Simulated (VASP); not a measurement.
The system is Sn2HBr3.

```xyz
12
Lattice="4.1354 -5.0209 -0.0993 4.2649 5.1275 0.0489 -0.0545 0.1318 8.9683" Properties=species:S:1:pos:R:3 pbc="T T T"
Sn    4.1542    2.3408    8.9738
Sn    4.2274    2.2967    4.5230
Sn    4.1264   -2.1388   -0.0265
Sn    4.1370   -2.0455    4.5057
H     4.2209    0.1068    8.8890
H     4.1200    0.2144    4.5166
Br    4.2609    5.0511    0.0831
Br    0.0033    0.0481    4.4420
Br    6.2725    2.6986    2.1920
Br    2.1084   -2.3478    6.6758
Br    2.1091    2.5072    2.2565
Br    2.1046    2.6479    6.7050
```

The cell was built by a generator and needn't be a form met in nature.

| Property | Result |
| --- | --- |
| Program | VASP 6.6.1 |
| Task | relaxation of cell and atoms |
| Functional | PBE |
| Potentials or basis | VASP PAW PBE potentials, release 64 (Sn_d, H, Br) |
| Cutoff | 520 eV |
| k mesh | 4 × 4 × 3 |
| Occupations | gaussian, width 0.15 eV |
| Spin | no spin polarisation |

At the start: pressure -0.4 GPa; volume 31.84 Å³/atom.

Problem. How do energy, volume and symmetry change on relaxing?

Solution. Over 103 steps the energy falls by 91.6 meV/atom and the volume is 34.71 Å³/atom (+9.0 %); space group P1 (No. 1, to 0.05 Å).

The path:
| step | energy change (eV) | largest force (eV/Å) | pressure (GPa) | volume (Å³) |
| --- | --- | --- | --- | --- |
| 1 | 0.0000 | 0.4014 | -0.37 | 382.11 |
| 4 | -0.0498 | 0.2270 | 0.40 | 371.84 |
| 7 | -0.1446 | 0.4519 | 0.01 | 380.30 |
| 10 | -0.2235 | 0.4733 | 0.23 | 386.54 |
| 13 | -0.3193 | 0.4456 | 0.19 | 400.06 |
| 16 | -0.4018 | 0.3047 | 0.04 | 414.21 |
| 19 | -0.4720 | 0.3810 | -0.08 | 423.53 |
| 22 | -0.5470 | 0.5648 | 0.19 | 431.61 |
| 25 | -0.5967 | 0.2883 | 0.12 | 442.52 |
| 28 | -0.6252 | 0.1778 | -0.07 | 448.86 |
| 31 | -0.6585 | 0.1976 | -0.21 | 450.78 |
| 34 | -0.6811 | 0.2435 | 0.09 | 445.56 |
| 37 | -0.6971 | 0.2498 | 0.13 | 443.46 |
| 40 | -0.7237 | 0.2410 | 0.03 | 443.54 |
| 43 | -0.7765 | 0.3046 | -0.06 | 444.19 |
| 46 | -0.8274 | 0.6183 | 0.25 | 441.36 |
| 49 | -0.8071 | 0.8722 | 0.43 | 441.99 |
| 52 | -0.9618 | 0.3578 | -0.31 | 445.92 |
| 55 | -0.9969 | 0.3276 | -0.08 | 441.38 |
| 58 | -1.0168 | 0.2244 | 0.07 | 437.69 |
| 61 | -1.0283 | 0.3238 | 0.08 | 434.66 |
| 64 | -1.0641 | 0.1556 | 0.00 | 432.04 |
| 67 | -1.0754 | 0.1180 | -0.10 | 429.87 |
| 70 | -1.0809 | 0.0803 | -0.05 | 426.51 |
| 73 | -1.0870 | 0.1095 | 0.00 | 420.30 |
| 76 | -1.0901 | 0.0674 | -0.09 | 420.02 |
| 79 | -1.0928 | 0.0703 | 0.02 | 418.01 |
| 82 | -1.0950 | 0.0624 | 0.04 | 416.29 |
| 85 | -1.0957 | 0.0512 | -0.01 | 416.76 |
| 88 | -1.0970 | 0.0554 | 0.01 | 416.65 |
| 91 | -1.0974 | 0.0556 | -0.09 | 416.38 |
| 94 | -1.0979 | 0.0437 | 0.07 | 416.32 |
| 97 | -1.0979 | 0.0656 | -0.05 | 416.87 |
| 100 | -1.0985 | 0.0408 | -0.02 | 416.66 |
| 103 | -1.0988 | 0.0286 | 0.00 | 416.51 |

Final structure:
```
Sn H Br
1.0
     3.78773   -5.64010    0.05859
     3.72605    5.55692   -0.00041
     0.03442   -0.04862    9.90242
Sn H Br
4 2 6
Direct
  0.26458 0.73470 0.00697
  0.36748 0.72722 0.49919
  0.73228 0.37283 0.99539
  0.73677 0.26493 0.50144
  0.50861 0.45672 0.99460
  0.44670 0.49809 0.49939
  0.95637 0.88709 0.00976
  0.87638 0.94568 0.49978
  0.51072 0.05534 0.19801
  0.50999 0.04694 0.80151
  0.05874 0.50327 0.29921
  0.04561 0.50294 0.69829
```
